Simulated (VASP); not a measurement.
**Gap, carriers and strain in HgTe (F-43m)**

The runs below take HgTe at its given cell and follow the band edges through several levels. The start is a cell from a database of measured crystal structures.

Program: VASP 6.6.1. Level of theory: PBE; plane waves and PAW (Hg, Te), in the first sound run; inputs show where later runs differ. Results are calculated unless marked as measured.

This is a report of a sequence of runs, with most program output left out.

The database entry behind the starting cell differs from later determinations by our own check (about 0.5 % short), so it need not match the best structure at ambient conditions.

**1. Set-up**

The structure is cubic, space group F-43m (No. 216). Conventional cell: a = 6.429 Å, b = 6.429 Å, c = 6.429 Å, α = 90.00°, β = 90.00°, γ = 90.00°. Hg has 4 Te at 2.78 Å nearest. Te has 4 Hg at 2.78 Å nearest. Farther neighbours and most contacts between anions are not listed.

**2. Relaxation of the atoms**

The cell is kept as given; the atoms are relaxed first, so that no residual force shifts the band edges.

Contents of INCAR:

```
SYSTEM = HgTe
PREC = Accurate
ENCUT = 400
EDIFF = 1E-06
NELM = 100
ISMEAR = 0
SIGMA = 0.02
LREAL = .FALSE.
ALGO = Normal
GGA = PE
NBANDS = 15
LORBIT = 11
LWAVE = .FALSE.
LCHARG = .FALSE.
KPAR = 4
IBRION = 2
NSW = 40
ISIF = 2
EDIFFG = -0.005
```

Contents of POSCAR:

```
HgTe
1.0
    0.0000000000      3.2145000000      3.2145000000
    3.2145000000      0.0000000000      3.2145000000
    3.2145000000      3.2145000000      0.0000000000
Hg Te
1 1
Direct
    0.0000000000      0.0000000000      0.0000000000
    0.7500000000      0.7500000000      0.7500000000
```

Contents of KPOINTS:

```
Automatic mesh
0
Gamma
8 8 8
0 0 0
```

PAW data sets: Hg and Te (PBE family, release 64).

Launch:

```sh
$ mpirun -np 4 vasp_std
```

It took 11 s on 4 MPI ranks of Intel Xeon Platinum 8488C (Sapphire Rapids), shared host; peak memory 0.68 GiB; 40 s of CPU time.

The k-mesh is coarse for a metal. The run keeps the 24 symmetry operations of its start, so it cannot find a distortion of lower symmetry.

The forces vanish from the start, and no atom moves.

This step gave:

- SCF cycles: 13
- electrons: 18
- bands: 15
- irreducible k-points: 29
- symmetry operations: 24
- free energy (TOTEN): -3.553 eV
- Fermi energy: 3.280 eV
- pressure: 4.616 GPa
- metallic: yes

**3. Bands on a dense mesh**

A dense even mesh and a path are solved together, since either alone can miss a band edge.

Changes to INCAR since step 2:

```diff
@@ -10,3 +10,3 @@
 GGA = PE
-NBANDS = 15
+NBANDS = 21
 LORBIT = 11
@@ -15,5 +15,2 @@
 KPAR = 4
-IBRION = 2
-NSW = 40
 ISIF = 2
-EDIFFG = -0.005
```

POSCAR is that of step 2.

Contents of KPOINTS:

```
Automatic mesh
0
Gamma
10 10 10
0 0 0
```

Contents of KPOINTS_OPT:

```
Line mode
24
Line-mode
Reciprocal
  0.00000000   0.00000000   0.00000000 GAMMA
  0.50000000   0.00000000   0.50000000 X

  0.50000000   0.00000000   0.50000000 X
  0.50000000   0.25000000   0.75000000 W

  0.50000000   0.25000000   0.75000000 W
  0.37500000   0.37500000   0.75000000 K

  0.37500000   0.37500000   0.75000000 K
  0.00000000   0.00000000   0.00000000 GAMMA

  0.00000000   0.00000000   0.00000000 GAMMA
  0.50000000   0.50000000   0.50000000 L

  0.50000000   0.50000000   0.50000000 L
  0.62500000   0.25000000   0.62500000 U

  0.62500000   0.25000000   0.62500000 U
  0.50000000   0.25000000   0.75000000 W

  0.50000000   0.25000000   0.75000000 W
  0.50000000   0.50000000   0.50000000 L

  0.50000000   0.50000000   0.50000000 L
  0.37500000   0.37500000   0.75000000 K

  0.62500000   0.25000000   0.62500000 U
  0.50000000   0.00000000   0.50000000 X
```

Launch:

```sh
$ mpirun -np 4 vasp_std
```

Elapsed: 67 s, on 4 MPI ranks; peak memory 0.86 GiB.

This step gave:

- bands: 21
- irreducible k-points: 47
- free energy (TOTEN): -3.555 eV
- pressure: 4.603 GPa

Electronic bands along the path, in eV, zero at the Fermi level; # counts the bands kept:

| point | #5 | #6 | #7 | #8 | #9 | #10 | #11 | #12 |
| --- | --- | --- | --- | --- | --- | --- | --- | --- |
| Γ | -6.91 | -0.69 | -0.01 | -0.01 | -0.01 | 4.19 | 4.19 | 4.19 |
| 0.48 of the way | -6.88 | -3.29 | -1.29 | -1.29 | 1.96 | 2.97 | 6.06 | 6.06 |
| X | -6.44 | -5.53 | -2.35 | -2.35 | 1.88 | 2.44 | 8.27 | 8.92 |
| 0.48 of the way | -6.35 | -5.58 | -2.55 | -2.49 | 2.40 | 3.10 | 7.20 | 7.35 |
| W | -6.26 | -5.63 | -2.76 | -2.63 | 3.16 | 4.61 | 5.29 | 6.13 |
| 0.52 of the way | -6.32 | -5.59 | -2.94 | -2.24 | 2.68 | 4.13 | 6.18 | 6.63 |
| K | -6.35 | -5.57 | -3.01 | -1.95 | 2.24 | 4.02 | 7.03 | 7.20 |
| 0.48 of the way | -6.87 | -3.92 | -1.95 | -0.65 | 1.82 | 4.61 | 5.04 | 5.18 |
| Γ | -6.91 | -0.69 | -0.01 | -0.01 | -0.01 | 4.19 | 4.19 | 4.19 |
| 0.52 of the way | -6.91 | -3.56 | -0.60 | -0.60 | 0.87 | 4.87 | 4.87 | 5.04 |
| L | -6.59 | -5.61 | -1.03 | -1.03 | 0.70 | 5.01 | 5.01 | 6.86 |
| 0.48 of the way | -6.54 | -5.49 | -2.29 | -1.37 | 1.91 | 4.47 | 5.73 | 6.71 |
| U | -6.35 | -5.57 | -3.01 | -1.95 | 2.24 | 4.02 | 7.03 | 7.20 |
| 0.48 of the way | -6.32 | -5.59 | -2.94 | -2.24 | 2.68 | 4.13 | 6.18 | 6.63 |
| W | -6.26 | -5.63 | -2.76 | -2.63 | 3.16 | 4.61 | 5.29 | 6.13 |
| 0.48 of the way | -6.50 | -5.46 | -2.57 | -1.64 | 2.34 | 4.39 | 5.59 | 7.17 |
| L | -6.59 | -5.61 | -1.03 | -1.03 | 0.70 | 5.01 | 5.01 | 6.86 |
| 0.48 of the way | -6.54 | -5.49 | -2.29 | -1.37 | 1.91 | 4.47 | 5.73 | 6.71 |
| K | -6.35 | -5.57 | -3.01 | -1.95 | 2.24 | 4.02 | 7.03 | 7.20 |
| jump to U | -6.35 | -5.57 | -3.01 | -1.95 | 2.24 | 4.02 | 7.03 | 7.20 |
| 0.48 of the way | -6.38 | -5.56 | -2.65 | -2.24 | 2.08 | 2.93 | 7.58 | 8.18 |
| X | -6.44 | -5.53 | -2.35 | -2.35 | 1.88 | 2.44 | 8.27 | 8.92 |

Of the projections kept (Hg, Te), the largest for each band there; the rest of the weight can lie on other orbitals:

| point | #5 | #6 | #7 | #8 | #9 | #10 | #11 | #12 |
| --- | --- | --- | --- | --- | --- | --- | --- | --- |
| Γ | Hg 1.00 | Hg 0.63 | Te 0.73 | Te 0.73 | Te 0.73 | Hg 0.72 | Hg 0.72 | Hg 0.72 |
| X | Hg 0.92 | Hg 0.78 | Te 0.71 | Te 0.71 | Hg 0.57 | Hg 0.65 | Te 0.82 | Hg 0.50 |
| W | Hg 0.92 | Hg 0.71 | Te 0.72 | Te 0.62 | Te 0.58 | Te 0.67 | Hg 0.65 | Hg 0.56 |
| K | Hg 0.92 | Hg 0.72 | Te 0.65 | Te 0.70 | Hg 0.55 | Te 0.59 | Te 0.54 | Te 0.55 |
| Γ | Hg 1.00 | Hg 0.63 | Te 0.73 | Te 0.73 | Te 0.73 | Hg 0.72 | Hg 0.72 | Hg 0.72 |
| L | Hg 0.96 | Hg 0.57 | Te 0.71 | Te 0.71 | Hg 0.61 | Hg 0.62 | Hg 0.62 | Te 0.64 |

At 4.6 GPa the cell is away from the equilibrium volume of this level: left free, it would expand.

**4. Bands with spin-orbit coupling**

This step: PBE, spin-orbit coupling; plane waves and PAW (Hg, Te) (VASP 6.6.1).

Spin-orbit coupling can split and shift the band edges, more so for heavy elements, so the bands are solved again with spinors.

Changes to INCAR since step 3:

```diff
@@ -10,3 +10,8 @@
 GGA = PE
-NBANDS = 21
+LNONCOLLINEAR = .TRUE.
+MAGMOM = 0 0 0 0 0 0
+NBANDS = 30
+GGA_COMPAT = .FALSE.
+LASPH = .TRUE.
+LSORBIT = .TRUE.
 LORBIT = 11
```

POSCAR is that of step 3.

Contents of KPOINTS:

```
Automatic mesh
0
Gamma
8 8 8
0 0 0
```

Changes to KPOINTS_OPT since step 3:

```diff
@@ -1,3 +1,3 @@
 Line mode
-24
+16
 Line-mode
```

Launch:

```sh
$ mpirun -np 4 vasp_ncl
```

The job ended after 2.9 min (4 MPI ranks; peak memory 1.5 GiB; 12 min of CPU time).

LASPH is on here and off in the session's scalar semilocal runs, so a comparison with those holds both changes.

This step gave:

| Property | Result |
| --- | --- |
| bands | 30 |
| irreducible k-points | 43 |
| free energy (TOTEN) | -3.958 eV |
| Fermi energy | 3.523 eV |
| pressure | 4.332 GPa |

The spin moment in the PAW sphere vanishes on all atoms.

On-site spin-orbit energy by atom:

| atom | on-site spin-orbit energy (eV) |
| --- | --- |
| Hg1 | -0.603 |
| Te2 | -0.216 |

The electronic bands at the labelled points (eV, zero at the Fermi level; # counts the bands kept):

| point | #13 | #14 | #15 | #16 | #17 | #18 | #19 | #20 |
| --- | --- | --- | --- | --- | --- | --- | --- | --- |
| Γ | -0.74 | -0.74 | 0.00 | 0.00 | 0.00 | 0.00 | 3.15 | 3.15 |
| 0.53 of the way | -1.85 | -1.85 | -1.65 | -1.65 | 1.75 | 1.75 | 2.65 | 2.65 |
| X | -2.72 | -2.72 | -2.54 | -2.54 | 1.65 | 1.65 | 2.18 | 2.18 |
| 0.47 of the way | -2.95 | -2.78 | -2.77 | -2.63 | 2.02 | 2.24 | 2.72 | 2.89 |
| W | -3.18 | -2.94 | -2.90 | -2.81 | 2.70 | 3.11 | 4.33 | 4.38 |
| 0.53 of the way | -3.26 | -3.18 | -2.49 | -2.46 | 2.29 | 2.52 | 3.81 | 3.91 |
| K | -3.30 | -3.27 | -2.23 | -2.20 | 1.90 | 2.05 | 3.72 | 3.79 |
| 0.47 of the way | -2.31 | -2.26 | -0.97 | -0.88 | 1.49 | 1.68 | 4.11 | 4.43 |
| Γ | -0.74 | -0.74 | 0.00 | 0.00 | 0.00 | 0.00 | 3.15 | 3.15 |
| 0.53 of the way | -1.14 | -1.14 | -0.67 | -0.57 | 0.60 | 0.60 | 4.22 | 4.22 |
| L | -1.55 | -1.55 | -1.03 | -1.03 | 0.44 | 0.44 | 4.50 | 4.50 |
| 0.47 of the way | -2.54 | -2.53 | -1.61 | -1.58 | 1.55 | 1.69 | 4.14 | 4.26 |
| U | -3.30 | -3.27 | -2.23 | -2.20 | 1.90 | 2.05 | 3.72 | 3.79 |
| 0.47 of the way | -3.26 | -3.18 | -2.49 | -2.46 | 2.29 | 2.52 | 3.81 | 3.91 |
| W | -3.18 | -2.94 | -2.90 | -2.81 | 2.70 | 3.11 | 4.33 | 4.38 |
| 0.47 of the way | -2.91 | -2.85 | -1.94 | -1.89 | 2.01 | 2.21 | 4.03 | 4.21 |
| L | -1.55 | -1.55 | -1.03 | -1.03 | 0.44 | 0.44 | 4.50 | 4.50 |
| 0.47 of the way | -2.54 | -2.53 | -1.61 | -1.58 | 1.55 | 1.69 | 4.14 | 4.26 |
| K | -3.30 | -3.27 | -2.23 | -2.20 | 1.90 | 2.05 | 3.72 | 3.79 |
| jump to U | -3.30 | -3.27 | -2.23 | -2.20 | 1.90 | 2.05 | 3.72 | 3.79 |
| 0.47 of the way | -2.96 | -2.95 | -2.49 | -2.48 | 1.77 | 1.90 | 2.65 | 2.74 |
| X | -2.72 | -2.72 | -2.54 | -2.54 | 1.65 | 1.65 | 2.18 | 2.18 |

Of the projections kept (Hg, Te), the largest for each band there; the rest of the weight can lie on other orbitals:

| point | #13 | #14 | #15 | #16 | #17 | #18 | #19 | #20 |
| --- | --- | --- | --- | --- | --- | --- | --- | --- |
| Γ | Te 0.66 | Te 0.66 | Te 0.75 | Te 0.75 | Te 0.75 | Te 0.75 | Hg 0.76 | Hg 0.76 |
| X | Te 0.74 | Te 0.74 | Te 0.67 | Te 0.67 | Hg 0.57 | Hg 0.57 | Hg 0.65 | Hg 0.65 |
| W | Te 0.68 | Te 0.55 | Te 0.73 | Te 0.64 | Te 0.57 | Te 0.59 | Te 0.67 | Te 0.68 |
| K | Te 0.63 | Te 0.63 | Te 0.70 | Te 0.68 | Hg 0.55 | Hg 0.56 | Te 0.59 | Te 0.58 |
| Γ | Te 0.66 | Te 0.66 | Te 0.75 | Te 0.75 | Te 0.75 | Te 0.75 | Hg 0.76 | Hg 0.76 |
| L | Te 0.65 | Te 0.65 | Te 0.74 | Te 0.74 | Hg 0.62 | Hg 0.62 | Hg 0.63 | Hg 0.63 |

**5. Orbitals for bands with HSE06**

This step: PBE; plane waves and PAW (Hg, Te) (VASP 6.6.1).

The hybrid starts from PBE orbitals, which saves many expensive cycles.

Contents of INCAR:

```
SYSTEM = HgTe
PREC = Accurate
ENCUT = 400
EDIFF = 1E-05
NELM = 100
ISMEAR = 0
SIGMA = 0.02
LREAL = .FALSE.
ALGO = Normal
GGA = PE
NBANDS = 15
LORBIT = 11
LWAVE = .TRUE.
LCHARG = .FALSE.
KPAR = 4
```

POSCAR is that of step 4.

Contents of KPOINTS:

```
Automatic mesh
0
Gamma
4 4 4
0 0 0
```

Launch:

```sh
$ mpirun -np 4 vasp_std
```

Wall time 5.6 s (4 MPI ranks); peak memory 0.63 GiB.

This step gave:

```
SCF cycles              : 12
bands                   : 15
irreducible k-points    : 8
free energy (TOTEN)     : -3.458 eV
energy at zero smearing : -3.458 eV
Fermi energy            : 3.308 eV
pressure                : 5.090 GPa
```

The run ends at a pressure of 5.09 GPa.

**6. Bands with HSE06**

This step: HSE06; plane waves and PAW (Hg, Te) (VASP 6.6.1).

A quarter of screened exact exchange corrects much of the semilocal gap error; its cost forces a coarser mesh.

Contents of INCAR:

```
SYSTEM = HgTe
PREC = Accurate
ENCUT = 400
EDIFF = 1E-06
NELM = 100
ISMEAR = 0
SIGMA = 0.02
LREAL = .FALSE.
ALGO = Normal
LHFCALC = .TRUE.
AEXX = 0.25
GGA = PE
HFSCREEN = 0.2
LASPH = .TRUE.
NBANDS = 15
PRECFOCK = Fast
LORBIT = 11
LWAVE = .FALSE.
LCHARG = .FALSE.
KPAR = 4
ISIF = 2
```

POSCAR is that of step 5.

KPOINTS is that of step 5.

Changes to KPOINTS_OPT since step 4:

```diff
@@ -1,3 +1,3 @@
 Line mode
-16
+8
 Line-mode
```

The run starts from files that an earlier step left in the folder.

Launch:

```sh
$ mpirun -np 4 vasp_std
```

Run time: 11 min. Hardware: 4 MPI ranks; peak memory 1.2 GiB; 44 min of CPU time.

The k-mesh is coarse for exact exchange; in a metal the Fermi energy and the levels can shift by several tenths of an eV on a finer one. The PAW data sets were made with PBE, which is usual practice but a small mismatch for other functionals.

Numbers from this step:

```yaml
scf_cycles: 7
free_energy_toten: -4.635 eV
energy_at_zero_smearing: -4.635 eV
fermi_energy: 2.829 eV
pressure: 3.353 GPa
```

The electronic bands at the labelled points (eV, zero at the Fermi level; # counts the bands kept):

| point | #5 | #6 | #7 | #8 | #9 | #10 | #11 | #12 |
| --- | --- | --- | --- | --- | --- | --- | --- | --- |
| Γ | -8.01 | -0.07 | -0.01 | -0.01 | -0.01 | 4.96 | 4.96 | 4.96 |
| 0.57 of the way | -7.97 | -4.08 | -1.74 | -1.74 | 2.72 | 3.54 | 7.61 | 7.61 |
| X | -7.46 | -5.98 | -2.56 | -2.56 | 2.59 | 3.04 | 9.35 | 10.11 |
| 0.57 of the way | -7.35 | -6.01 | -2.81 | -2.76 | 3.38 | 4.01 | 7.84 | 7.86 |
| W | -7.28 | -6.04 | -2.96 | -2.88 | 4.07 | 5.34 | 6.12 | 6.92 |
| 0.43 of the way | -7.32 | -6.01 | -3.15 | -2.53 | 3.64 | 4.95 | 6.83 | 7.34 |
| K | -7.36 | -5.99 | -3.26 | -2.13 | 2.96 | 4.81 | 7.93 | 8.20 |
| 0.43 of the way | -7.95 | -4.51 | -2.34 | -0.86 | 2.70 | 5.52 | 5.97 | 6.07 |
| Γ | -8.01 | -0.07 | -0.01 | -0.01 | -0.01 | 4.96 | 4.96 | 4.96 |
| 0.57 of the way | -8.01 | -4.12 | -0.74 | -0.74 | 1.52 | 5.74 | 5.74 | 6.15 |
| L | -7.63 | -6.04 | -1.12 | -1.12 | 1.38 | 5.81 | 5.81 | 7.71 |
| 0.43 of the way | -7.57 | -5.93 | -2.28 | -1.44 | 2.50 | 5.27 | 6.46 | 7.71 |
| U | -7.36 | -5.99 | -3.26 | -2.13 | 2.96 | 4.81 | 7.93 | 8.20 |
| 0.43 of the way | -7.34 | -6.00 | -3.20 | -2.38 | 3.38 | 4.88 | 7.19 | 7.55 |
| W | -7.28 | -6.04 | -2.96 | -2.88 | 4.07 | 5.34 | 6.12 | 6.92 |
| 0.57 of the way | -7.55 | -5.91 | -2.47 | -1.58 | 2.78 | 5.17 | 6.48 | 7.86 |
| L | -7.63 | -6.04 | -1.12 | -1.12 | 1.38 | 5.81 | 5.81 | 7.71 |
| 0.43 of the way | -7.57 | -5.93 | -2.28 | -1.44 | 2.50 | 5.27 | 6.46 | 7.71 |
| K | -7.36 | -5.99 | -3.26 | -2.13 | 2.96 | 4.81 | 7.93 | 8.20 |
| jump to U | -7.36 | -5.99 | -3.26 | -2.13 | 2.96 | 4.81 | 7.93 | 8.20 |
| 0.43 of the way | -7.40 | -6.00 | -2.92 | -2.41 | 2.81 | 3.70 | 8.50 | 9.15 |
| X | -7.46 | -5.98 | -2.56 | -2.56 | 2.59 | 3.04 | 9.35 | 10.11 |

Of the projections kept (Hg, Te), the largest for each band there; the rest of the weight can lie on other orbitals:

| point | #5 | #6 | #7 | #8 | #9 | #10 | #11 | #12 |
| --- | --- | --- | --- | --- | --- | --- | --- | --- |
| Γ | Hg 1.00 | Hg 0.62 | Te 0.75 | Te 0.75 | Te 0.75 | Hg 0.71 | Hg 0.71 | Hg 0.71 |
| X | Hg 0.91 | Hg 0.72 | Te 0.74 | Te 0.74 | Hg 0.59 | Hg 0.64 | Te 0.81 | Te 0.52 |
| W | Hg 0.91 | Hg 0.66 | Te 0.74 | Te 0.66 | Te 0.56 | Te 0.68 | Hg 0.64 | Hg 0.54 |
| K | Hg 0.91 | Hg 0.66 | Te 0.69 | Te 0.72 | Hg 0.57 | Te 0.59 | Te 0.58 | Te 0.56 |
| Γ | Hg 1.00 | Hg 0.62 | Te 0.75 | Te 0.75 | Te 0.75 | Hg 0.71 | Hg 0.71 | Hg 0.71 |
| L | Hg 0.95 | Hg 0.53 | Te 0.73 | Te 0.73 | Hg 0.62 | Hg 0.61 | Hg 0.61 | Te 0.63 |

**7. Outcome**

```json
{
 "gap, PBE": "none",
 "gap with spin-orbit coupling": "none",
 "gap, HSE06 without spin-orbit coupling": "none"
}
```

At this level the bands overlap or touch. Masses were not obtained, since there is no gap at this level. The strain response was not obtained, since there is no gap at this level.

[Lines on the potential files, build, host, timing and source positions are cut from VASP's logs without a mark.]

[Logs are printed without paths, hosts, clocks, repeated set-up lines and the standing remarks that a program may print on its own settings, such as how far it seeks lower states.]

[Hosts, paths, dates, database ids (printed as entryN), source tags and the programs' standing remarks are cut or masked in the printed files.]

[In band tables of VASP the shares of atoms and orbitals are scaled to a sum of 1 inside the atoms' spheres.]

[Gaps and slopes under strain along one axis are those of the sampled path and mesh points; where strain splits equal valleys, another of them can be the edge.]
